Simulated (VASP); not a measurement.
A convergence study with VASP on ZnO (wurtzite): one setting is varied, all else stays as given below, so the limit is that of these other settings. Each run relaxes cell and ions from the cell shown. The basis is that of the starting cell, so low cut-offs carry a Pulay error.

```
ZnO
1.0
    1.62500    -2.81458     0.00000
    1.62500     2.81458     0.00000
    0.00000     0.00000     5.21000
Zn O
2 2
Direct
  0.66667   0.33333   0.50000
  0.33333   0.66667   0.00000
  0.66667   0.33333   0.88200
  0.33333   0.66667   0.38200
```

All values below come from LDA (Ceperley-Alder, Perdew-Zunger), VASP's LDA PAW potentials (set 64) (plane waves; VASP). The tightest run used: 800 eV cut-off, 7×7×4 Γ-centred mesh, Gaussian smearing of 0.050 eV, potentials Zn O.

| setting | relaxed volume (Å³/atom) | E (eV/atom) | plane waves |
|---|---|---|---|
| ENCUT = 250 | 9.491 | -6.0815 | 446 |
| ENCUT = 300 | 10.321 | -5.5631 | 573 |
| ENCUT = 350 | 10.857 | -5.3660 | 720 |
| ENCUT = 400 | 11.214 | -5.3132 | 878 |

Problem. These are the cheaper rows. Estimate the results at ENCUT = 800, and how far the last row shown lies from them.

Solution. 
```tsv
quantity	tightest run	last row shown is off by
relaxed volume (Å³/atom)	11.423	-0.209
E (eV/atom)	-5.2933	-0.0199
```

Left out are rungs that failed or repeat a setting and relaxations that didn't move; long series are thinned to 24 rows.

The compound is ZnO in the wurtzite structure.
